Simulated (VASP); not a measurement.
# SrInO4 (P4/mmm) in VASP: single point with PBE

Aim: the single point of SrInO4 with PBE.

Program: VASP 6.6.1. These are calculated values, not measurements. Logs are shortened: lines on timing, memory, paths and dates and some standing lists are left out, and cuts for length are marked.

### 1 Starting point

It takes space group P4/mmm (No. 123, tetragonal). The conventional cell has a = 4.356 Å, b = 4.356 Å, c = 6.849 Å, α = 90.00°, β = 90.00°, γ = 90.00°. Sr (site symmetry 4/mmm) is surrounded by 8 O at 3.31 Å. Around In (site symmetry 4/mmm) lie 6 O at 2.18 to 2.20 Å. Around O (site symmetry 4mm) lie 1 In at 2.20 Å and 1 O at 2.45 Å. Around O (site symmetry mmm) lie 2 In at 2.18 Å.

The cell was built by a generator and needn't be a form met in nature.

### 2 Single point, PBE

The input, INCAR:

```
PREC = Accurate ; ENCUT = 520
EDIFF = 1E-6 ; ISMEAR = 0
SIGMA = 0.1 ; LREAL = F
LASPH = T ; NELM = 100
ALGO = Normal ; ISIF = 2
LWAVE = F ; LCHARG = F
GGA = PE ; NBANDS = 32
```

The input, KPOINTS:

```
regular mesh
0
Gamma
  4 4 4
```

The input, POSCAR:

```
SrInO4
1.0
    4.3560000000      0.0000000000      0.0000000000
    0.0000000000      4.3560000000      0.0000000000
    0.0000000000      0.0000000000      6.8494897400
Sr In O
1 1 4
Direct
    0.5000000000      0.5000000000      0.5000000000
    0.0000000000      0.0000000000      0.0000000000
    0.0000000000      0.0000000000      0.6788081900
    0.5000000000      0.0000000000      0.0000000000
    0.0000000000      0.5000000000      0.0000000000
    0.0000000000      0.0000000000      0.3211918100
```

Potentials or basis: VASP PAW PBE potentials, release 64 (Sr_sv, In_d, O).

On the command line:

```bash
$ cat potpaw_PBE.64/Sr_sv/POTCAR potpaw_PBE.64/In_d/POTCAR potpaw_PBE.64/O/POTCAR > POTCAR
$ mpirun -np 1 vasp_std > vasp.out
```

OUTCAR:

```text
PREC = Accurate
   ENCUT = 520
   EDIFF = 1E-6
   ISMEAR = 0
   LREAL = F
   LASPH = T
   NELM = 100
   ISIF = 2
   GGA = PE

 ion  position               nearest neighbor table
   1  0.500  0.500  0.500-   3 3.31   6 3.31   3 3.31   6 3.31   3 3.31   6 3.31   3 3.31   6 3.31

   2  0.000  0.000  0.000-   4 2.18   5 2.18   5 2.18   4 2.18   3 2.20   6 2.20
   3  0.000  0.000  0.679-   2 2.20   1 3.31   1 3.31   1 3.31   1 3.31
   4  0.500  0.000  0.000-   2 2.18   2 2.18
   5  0.000  0.500  0.000-   2 2.18   2 2.18
   6  0.000  0.000  0.321-   2 2.20   1 3.31   1 3.31   1 3.31   1 3.31

  LATTYP: Found a simple tetragonal cell.
 ALAT       =     4.3560000000
 C/A-ratio  =     1.5724264784

  Lattice vectors:

 A1 = (   4.3560000000,   0.0000000000,   0.0000000000)
 A2 = (   0.0000000000,   4.3560000000,   0.0000000000)
 A3 = (   0.0000000000,   0.0000000000,   6.8494897400)

Analysis of symmetry for initial positions (statically):
=====================================================================
 Subroutine PRICEL returns:
 Original cell was already a primitive cell.

 Routine SETGRP: Setting up the symmetry group for a
 simple tetragonal supercell.

 Subroutine GETGRP returns: Found 16 space group operations
 (whereof 16 operations were pure point group operations)
 out of a pool of 16 trial point group operations.

The static configuration has the point symmetry D_4h.

Analysis of symmetry for dynamics (positions and initial velocities):
=====================================================================
 Subroutine PRICEL returns:
 Original cell was already a primitive cell.

 Routine SETGRP: Setting up the symmetry group for a
 simple tetragonal supercell.

 Subroutine GETGRP returns: Found 16 space group operations
 (whereof 16 operations were pure point group operations)
 out of a pool of 16 trial point group operations.

The dynamic configuration has the point symmetry D_4h.

 Subroutine INISYM returns: Found 16 space group operations
 (whereof 16 operations are pure point group operations),
 and found     1 'primitive' translations

----------------------------------------------------------------------------------------

                                     Primitive cell

  volume of cell :     129.9673

  direct lattice vectors                    reciprocal lattice vectors
     4.356000000  0.000000000  0.000000000     0.229568411  0.000000000  0.000000000
     0.000000000  4.356000000  0.000000000     0.000000000  0.229568411  0.000000000
     0.000000000  0.000000000  6.849489740     0.000000000  0.000000000  0.145996277

  length of vectors
     4.356000000  4.356000000  6.849489740     0.229568411  0.229568411  0.145996277

  position of ions in fractional coordinates (direct lattice)
     0.500000000  0.500000000  0.500000000
     0.000000000  0.000000000  0.000000000
     0.000000000  0.000000000  0.678808190
     0.500000000  0.000000000  0.000000000
     0.000000000  0.500000000  0.000000000
     0.000000000  0.000000000  0.321191810

  ion indices of the primitive-cell ions
   primitive index   ion index
                 1           1
                 2           2
                 3           3
                 4           4
                 5           5
                 6           6

----------------------------------------------------------------------------------------

 KPOINTS: regular mesh

Automatic generation of k-mesh.
 Grid dimensions read from file:
 generate k-points for:    4    4    4

 Generating k-lattice:

  Cartesian coordinates                     Fractional coordinates (reciprocal lattice)
     0.057392103  0.000000000  0.000000000     0.250000000  0.000000000  0.000000000
     0.000000000  0.057392103  0.000000000     0.000000000  0.250000000  0.000000000
     0.000000000  0.000000000  0.036499069     0.000000000  0.000000000  0.250000000

  Length of vectors
     0.057392103  0.057392103  0.036499069

  Shift w.r.t. Gamma in fractional coordinates (k-lattice)
     0.000000000  0.000000000  0.000000000

 Subroutine IBZKPT returns following result:
 ===========================================

 Found     18 irreducible k-points:

 Following reciprocal coordinates:
            Coordinates               Weight
  0.000000  0.000000  0.000000      1.000000
  0.250000  0.000000  0.000000      4.000000
  0.500000  0.000000  0.000000      2.000000
  0.250000  0.250000  0.000000      4.000000
  0.500000  0.250000  0.000000      4.000000
  0.500000  0.500000  0.000000      1.000000
[... 10 lines left out ...]
  0.500000  0.250000  0.500000      4.000000
  0.500000  0.500000  0.500000      1.000000
   k-points           NKPTS =     18   k-points in BZ     NKDIM =     18   number of bands    NBANDS=     32
   number of dos      NEDOS =    301   number of ions     NIONS =      6
   total plane-waves  NPLWV =  55296
   dimension x,y,z NGX =    32 NGY =   32 NGZ =   54
   dimension x,y,z NGXF=    64 NGYF=   64 NGZF=  108
   ions per type =               1   1   4
   NGX,Y,Z   is equivalent  to a cutoff of  12.21, 12.21, 13.11 a.u.
   NGXF,Y,Z  is equivalent  to a cutoff of  24.43, 24.43, 26.21 a.u.
 SYSTEM =  unknown system
   PREC   = accura    normal or accurate (medium, high low for compatibility)
   ISTART =      0    job   : 0-new  1-cont  2-samecut
   ICHARG =      2    charge: 1-file 2-atom 10-const
   ISPIN  =      1    spin polarized calculation?
   LNONCOLLINEAR =      F non collinear calculations
   LSORBIT =      F    spin-orbit coupling
   LASPH  =      T    aspherical Exc in radial PAW
   ENCUT  =  520.0 eV  38.22 Ry    6.18 a.u.   8.10  8.10 12.74*2*pi/ulx,y,z
   NELM   =    100;   NELMIN=  2; NELMDL= -5     # of ELM steps
   EDIFF  = 0.1E-05   stopping-criterion for ELM
   LREAL  =      F    real-space projection
   EDIFFG = 0.1E-04   stopping-criterion for IOM
   NSW    =      0    number of steps for IOM
   IBRION =     -1    ionic relax: 0-MD 1-quasi-New 2-CG
   NFREE  =      0    steps in history (QN), initial steepest desc. (CG)
   ISIF   =      2    stress and relaxation
   ISYM   =      2    0-nonsym 1-usesym 2-fastsym
   POTIM  = 0.5000    time-step for ionic-motion
   TEBEG  =    0.0;   TEEND  =   0.0 temperature during run
   PSTRESS=    0.0 pullay stress
   NELECT =      47.0000    total number of electrons
   NUPDOWN=      -1.0000    fix difference up-down
   EMIN   =  10.00;   EMAX   =-10.00  energy-range for DOS
   EFERMI =   0.00;   METHOD = LEGACY
   ISMEAR =     0;   SIGMA  =   0.10  broadening in eV -4-tet -1-fermi 0-gaus
   EFERMI_NEDOS =   21; number of points for ismear=-14 and -15
   IALGO  =     38    algorithm
   IMIX   =      4    mixing-type and parameters
     AMIX     =   0.40;   BMIX     =  1.00
     AMIX_MAG =   1.60;   BMIX_MAG =  1.00
  volume/ion in A,a.u.               =      21.66       146.18
  Fermi-wavevector in a.u.,A,eV,Ry     =   1.166352  2.204085 18.509038  1.360376
  Thomas-Fermi vector in A             =   2.302866
   LORBIT       =      0    0 simple, 1 ext, 2 COOP (PROOUT), +10 PAW based schemes
   GGA     = PE    functional components
   LHFCALC =     F    Hartree Fock is set to
   AEXX    =    0.0000 exact exchange contribution
   IVDW    =     0    specifies the selected vdW correction
   LEPSILON=     F    determine dielectric tensor
   LRPA    =     F    only Hartree local field effects (RPA)
 non-spin polarized calculation
 Gauss-broadening in eV      SIGMA  =   0.10
  energy-cutoff  :      520.00
  volume of cell :      129.97
 maximum number of plane-waves:      3544
   NGX = 17   NGY = 17   NGZ = 25

 number of electron      46.9999979 magnetization

 Free energy of the ion-electron system (eV)
  ---------------------------------------------------
  ext. energy  EPLUGINS =         0.00000000
  ---------------------------------------------------
  free energy    TOTEN  =       -27.40960101 eV

  energy without entropy =      -27.33883618  energy(sigma->0) =      -27.37421860

 E-fermi :  -0.0461     XC(G=0):  -8.1737

 val. band max:       -0.0711111644   @ k =   0.5000   0.2500   0.2500
 cond. band min:      -0.0404088584   @ k =   0.2500   0.2500   0.0000
 fundamental gap:      0.0307023061
 Fermi energy:        -0.0461067890

 k-point     1 :       0.0000    0.0000    0.0000
  band No.  band energies     occupation
      1     -35.4943      2.00000
      2     -17.3906      2.00000
      3     -17.3152      2.00000
      4     -17.3152      2.00000
      5     -16.4623      2.00000
      6     -16.1969      2.00000
[... 24 lines left out ...]
     31       5.9427      0.00000
     32       6.0045      0.00000

 k-point     2 :       0.2500    0.0000    0.0000
  band No.  band energies     occupation
      1     -35.4929      2.00000
      2     -17.3823      2.00000
      3     -17.3743      2.00000
      4     -17.3118      2.00000
      5     -16.3593      2.00000
      6     -16.0739      2.00000
[... 24 lines left out ...]
     31       5.8076      0.00000
     32       6.0557      0.00000

 k-point     3 :       0.5000    0.0000    0.0000
  band No.  band energies     occupation
      1     -35.4914      2.00000
      2     -17.4297      2.00000
      3     -17.3740      2.00000
      4     -17.3084      2.00000
      5     -16.3152      2.00000
      6     -15.9654      2.00000
[... 24 lines left out ...]
     31       6.1083      0.00000
     32       7.1723      0.00000

 k-point     4 :       0.2500    0.2500    0.0000
  band No.  band energies     occupation
      1     -35.4914      2.00000
      2     -17.3765      2.00000
      3     -17.3709      2.00000
      4     -17.3453      2.00000
      5     -16.1805      2.00000
      6     -16.0256      2.00000
[... 24 lines left out ...]
     31       5.7918      0.00000
     32       6.1038      0.00000

 k-point     5 :       0.5000    0.2500    0.0000
  band No.  band energies     occupation
      1     -35.4899      2.00000
      2     -17.4030      2.00000
      3     -17.3707      2.00000
      4     -17.3420      2.00000
      5     -16.1059      2.00000
      6     -15.9786      2.00000
[... 374 lines left out ...]
     31       6.4229      0.00000
     32       6.6271      0.00000

 k-point    16 :       0.2500    0.2500    0.5000
  band No.  band energies     occupation
      1     -35.4914      2.00000
      2     -17.3784      2.00000
      3     -17.3673      2.00000
      4     -17.3451      2.00000
      5     -16.1527      2.00000
      6     -16.0259      2.00000
[... 24 lines left out ...]
     31       5.9641      0.00000
     32       6.0123      0.00000

 k-point    17 :       0.5000    0.2500    0.5000
  band No.  band energies     occupation
      1     -35.4899      2.00000
      2     -17.3996      2.00000
      3     -17.3713      2.00000
      4     -17.3418      2.00000
      5     -16.0854      2.00000
      6     -15.8163      2.00000
[... 24 lines left out ...]
     31       7.0518      0.00000
     32       7.2379      0.00000

 k-point    18 :       0.5000    0.5000    0.5000
  band No.  band energies     occupation
      1     -35.4885      2.00000
      2     -17.3749      2.00000
      3     -17.3749      2.00000
      4     -17.3676      2.00000
      5     -15.8112      2.00000
      6     -15.8112      2.00000
[... 24 lines left out ...]
     31       7.0749      0.00000
     32       7.9121      0.00000

------------------------ aborting loop because EDIFF is reached ----------------------------------------

  FORCE on cell =-STRESS in cart. coord.  units (eV):
  Direction    XX          YY          ZZ          XY          YZ          ZX
  --------------------------------------------------------------------------------------
  -------------------------------------------------------------------------------------
  Total       -8.5217288     -8.5217288     -8.4559377      0.0000000      0.0000000     -0.0000000
  in kB     -105.0520009   -105.0520009   -104.2409579      0.0000000      0.0000000     -0.0000000
  external PRESSURE =    -104.7816532 kB  Pullay stress =       0.0000000 kB

 VOLUME and BASIS-vectors are now :
 -----------------------------------------------------------------------------
  energy-cutoff  :      520.00
  volume of cell :      129.97
      direct lattice vectors                 reciprocal lattice vectors
     4.356000000  0.000000000  0.000000000     0.229568411  0.000000000  0.000000000
     0.000000000  4.356000000  0.000000000     0.000000000  0.229568411  0.000000000
     0.000000000  0.000000000  6.849489740     0.000000000  0.000000000  0.145996277

 POSITION                                       TOTAL-FORCE (eV/Angst)
 -----------------------------------------------------------------------------------
      2.17800      2.17800      3.42474        -0.000000      0.000000     -0.000000
      0.00000      0.00000      0.00000        -0.000000      0.000000     -0.000000
      0.00000      0.00000      4.64949         0.000000     -0.000000     -0.852064
      2.17800      0.00000      0.00000        -0.000000      0.000000     -0.000000
      0.00000      2.17800      0.00000        -0.000000      0.000000     -0.000000
      0.00000      0.00000      2.20000        -0.000000      0.000000      0.852064
 -----------------------------------------------------------------------------------
    total drift:                                0.000000      0.000000     -0.000000

  FREE ENERGIE OF THE ION-ELECTRON SYSTEM (eV)
  ---------------------------------------------------
  free  energy   TOTEN  =       -27.4096010109 eV

  energy  without entropy=      -27.3388361792  energy(sigma->0) =      -27.37421860
```

It took 30 s on 1 thread of Intel Xeon 6975P-C (Granite Rapids), shared host; peak memory 0.26 GiB.

Results:

| Item | Value |
| --- | --- |
| Free energy | -27.4096 eV |
| Pressure | -10.5 GPa |
| Largest force | 0.852 eV/Å |
| Band gap on the k mesh | none (metal or under the smearing width) |

Forces on the atoms (eV/Å):
```
Sr   0.000  0.000  0.000
In   0.000  0.000  0.000
O    0.000  0.000 -0.852
O    0.000  0.000  0.000
O    0.000  0.000  0.000
O    0.000  0.000  0.852
```

Levels at points of the mesh, in eV from the Fermi level:
```
           k point  band 20  band 21  band 22  band 23  band 24  band 25  band 26  band 27  band 28  band 29
(0.00, 0.00, 0.00)    -0.47    -0.35    -0.35    -0.31    -0.31     0.01     2.39     3.78     4.67     4.99
(0.50, 0.00, 0.00)    -0.81    -0.76    -0.45    -0.27    -0.11     0.15     4.50     4.94     5.05     5.51
(0.50, 0.50, 0.00)    -1.05    -0.69     0.04     0.12     0.12     0.30     5.28     5.29     5.59     5.59
(0.00, 0.00, 0.50)    -0.81    -0.48    -0.33    -0.33    -0.25    -0.25     3.46     3.85     4.24     5.30
(0.50, 0.00, 0.50)    -0.68    -0.46    -0.40    -0.22    -0.20     0.50     4.53     4.66     5.24     5.77
(0.50, 0.50, 0.50)    -0.74    -0.14    -0.14     0.04     0.30     0.59     4.99     5.20     5.46     5.46
```

Caveat: the k mesh is coarse (spacing up to 0.36 Å⁻¹), so the values aren't converged; an odd number of electrons without spin polarisation forces a metal; a magnetic or distorted state may lie lower.
